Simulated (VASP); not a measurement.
Consider the following.

```
LiTiO2
1.0
    1.43113     0.82626     5.15642
   -1.43113     0.82626     5.15642
    0.00000    -1.65252     5.15642
Li Ti O
1 1 2
Cartesian
  0.00000   0.00000   2.66204
  0.00000   0.00000  15.44875
  0.00000   0.00000   6.31739
  0.00000   0.00000   9.08866
```

Calculation: PBEsol GGA, VASP's PBE PAW potentials (set 64) (plane waves; VASP). Settings: 520 eV cut-off, Gaussian smearing of 0.050 eV, potentials Li_sv Ti_sv O.

Question: What does the run give for the band gap (along the path) with the smallest direct gap where there is one?

Answer: 
| Property | Result |
|---|---|
| band gap (along the path) | none (metal, semimetal or under 0.01 eV) |

The structure comes from a computed database's LiTiO2 entry (R3m); how it stands against other phases isn't given here. It was relaxed first, which changed the volume by -5 %. The electron count is odd and the run is not spin-polarised, which forces a metal.
